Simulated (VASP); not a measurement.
All values below come from AM05 GGA, VASP's PBE PAW potentials (set 64) (plane waves; VASP 6.6.1).

A VASP calculation is set up with these files.

### INCAR
```
NELM  =  100
PREC  =  Accurate
LCHARG  =  .FALSE.
GGA  =  AM
ISMEAR  =  0
SIGMA  =  0.05   # width (eV)
SYSTEM  =  P
ISIF  =  3   # ions, shape and volume
ENCUT  =  520
LASPH  =  .TRUE.
NSW  =  60   # most ionic steps
LWAVE  =  .FALSE.
IBRION  =  2
LREAL  =  .FALSE.   # projection in real space or not
EDIFF  =  1E-6   # SCF stop (eV)
EDIFFG  =  -0.02
ALGO  =  Normal   # blocked Davidson
```

**POSCAR**
```
P
1.0
  1.6519881685  -5.2553245050   0.0000000000
  1.6519881685   5.2553245050   0.0000000000
  0.0000000000   0.0000000000   4.2719210073
P
4
Direct
  0.1020481159   0.8979518841   0.9232547507
  0.3979518841   0.6020481159   0.4232547507
  0.6020481159   0.3979518841   0.5767452493
  0.8979518841   0.1020481159   0.0767452493
```

KPOINTS:
```
Automatic
0
G
6 6 5
```

POTCAR, in this order: P (PBE.64 set). Program: vasp_std.

The resulting files:

### OSZICAR
```
       N       E                     dE             d eps       ncg     rms          rms(c)
DAV:   1     0.652801976165E+02    0.65280E+02   -0.84384E+03  1092   0.121E+03
DAV:   2    -0.178600081220E+02   -0.83140E+02   -0.80749E+02  1432   0.178E+02
DAV:   3    -0.222635003458E+02   -0.44035E+01   -0.43773E+01  1470   0.433E+01
DAV:   4    -0.223226620642E+02   -0.59162E-01   -0.59100E-01  1316   0.589E+00
DAV:   5    -0.223240726397E+02   -0.14106E-02   -0.14101E-02  1520   0.802E-01    0.105E+01
DAV:   6    -0.221863151044E+02    0.13776E+00   -0.74611E-02  1350   0.178E+00    0.616E+00
DAV:   7    -0.221282138009E+02    0.58101E-01   -0.12141E-01  1446   0.231E+00    0.274E-01
DAV:   8    -0.221282124219E+02    0.13790E-05   -0.12217E-02  1292   0.791E-01    0.196E-01
DAV:   9    -0.221282774335E+02   -0.65012E-04   -0.49266E-04  1482   0.163E-01    0.833E-02
DAV:  10    -0.221282884869E+02   -0.11053E-04   -0.11915E-04  1320   0.711E-02    0.280E-02
DAV:  11    -0.221282963883E+02   -0.79013E-05   -0.17050E-05  1404   0.344E-02    0.162E-02
DAV:  12    -0.221282968183E+02   -0.43001E-06   -0.94106E-07   900   0.746E-03
   1 F= -.22128297E+02 E0= -.22128177E+02  d E =-.221283E+02
       N       E                     dE             d eps       ncg     rms          rms(c)
DAV:   1    -0.221295725038E+02   -0.12761E-02   -0.68559E-02  1236   0.164E+00    0.269E-01
DAV:   2    -0.221291100711E+02    0.46243E-03   -0.48320E-03  1434   0.484E-01    0.921E-02
DAV:   3    -0.221287537079E+02    0.35636E-03   -0.48125E-04  1368   0.149E-01    0.419E-02
DAV:   4    -0.221286889077E+02    0.64800E-04   -0.23091E-04  1374   0.961E-02    0.102E-02
DAV:   5    -0.221286897576E+02   -0.84985E-06   -0.22803E-05  1392   0.341E-02    0.124E-02
DAV:   6    -0.221286898048E+02   -0.47257E-07   -0.63693E-07   714   0.619E-03
   2 F= -.22128690E+02 E0= -.22128594E+02  d E =-.392987E-03
       N       E                     dE             d eps       ncg     rms          rms(c)
DAV:   1    -0.221289088739E+02   -0.21912E-03   -0.73878E-03  1212   0.539E-01    0.872E-02
DAV:   2    -0.221288589421E+02    0.49932E-04   -0.53055E-04  1416   0.160E-01    0.303E-02
DAV:   3    -0.221288204323E+02    0.38510E-04   -0.52232E-05  1356   0.493E-02    0.138E-02
DAV:   4    -0.221288135038E+02    0.69284E-05   -0.24861E-05  1368   0.315E-02    0.338E-03
DAV:   5    -0.221288136792E+02   -0.17535E-06   -0.24533E-06   998   0.112E-02
   3 F= -.22128814E+02 E0= -.22128711E+02  d E =-.516861E-03
       N       E                     dE             d eps       ncg     rms          rms(c)
DAV:   1    -0.221289216498E+02   -0.10815E-03   -0.31481E-03  1218   0.350E-01    0.322E-02
DAV:   2    -0.221289035560E+02    0.18094E-04   -0.16672E-04  1442   0.849E-02    0.178E-02
DAV:   3    -0.221288963840E+02    0.71720E-05   -0.16682E-05  1448   0.248E-02    0.640E-03
DAV:   4    -0.221288957859E+02    0.59815E-06   -0.10266E-06   762   0.709E-03
   4 F= -.22128896E+02 E0= -.22128811E+02  d E =-.821067E-04
```

### OUTCAR
```
------------------------ aborting loop because EDIFF is reached ----------------------------------------
  FORCE on cell =-STRESS in cart. coord.  units (eV):
  Direction    XX          YY          ZZ          XY          YZ          ZX
  --------------------------------------------------------------------------------------
  Total        0.0046683      0.0148410      0.0109647      0.0000000      0.0000000      0.0000000
  in kB        0.1006934      0.3201141      0.2365029      0.0000000      0.0000000      0.0000000
  external PRESSURE =       0.2191035 kB  Pullay stress =       0.0000000 kB
  volume of cell :       74.28
      direct lattice vectors                 reciprocal lattice vectors
     1.656625440 -5.248039150  0.000000000     0.301818376 -0.095273680  0.000000000
     1.656625440  5.248039150  0.000000000     0.301818376  0.095273680 -0.000000000
     0.000000000  0.000000000  4.271877190     0.000000000  0.000000000  0.234089127
 POSITION                                       TOTAL-FORCE (eV/Angst)
 -----------------------------------------------------------------------------------
      1.65663      4.17849      3.94313         0.000000      0.002526      0.000437
      1.65663      1.06955      1.80719         0.000000     -0.002526      0.000437
      1.65663     -1.06955      2.46469         0.000000      0.002526     -0.000437
      1.65663     -4.17849      0.32875         0.000000     -0.002526     -0.000437
 -----------------------------------------------------------------------------------
    total drift:                               -0.000000      0.000000     -0.000000
  FREE ENERGIE OF THE ION-ELECTRON SYSTEM (eV)
  ---------------------------------------------------
  free  energy   TOTEN  =       -22.1288957859 eV

  energy  without entropy=      -22.1287267518  energy(sigma->0) =      -22.12881127

 reached required accuracy - stopping structural energy minimisation
```
(Selected blocks of OUTCAR.)

CONTCAR:
```
P
   1.00000000000000
     1.6566254397465132   -5.2480391499049839    0.0000000000000000
     1.6566254397465132    5.2480391499049839    0.0000000000000000
     0.0000000000000000    0.0000000000000000    4.2718771899592536
  P
     4
Direct
     0.1018999463946794    0.8981000536053206    0.9230433503952838
     0.3981000536053206    0.6018999463946794    0.4230433503952910
     0.6018999463946794    0.3981000536053206    0.5769566496047162
     0.8981000536053206    0.1018999463946794    0.0769566496047090
```

Without a dispersion term in the relaxation, distances and binding between the weakly bound layers, chains or molecules are unreliable, and so is what depends on them.

The compound is P in the black structure. This run relaxes it. Symmetry was kept, so distortions that lower it aren't found. The start is the result of an earlier pass.
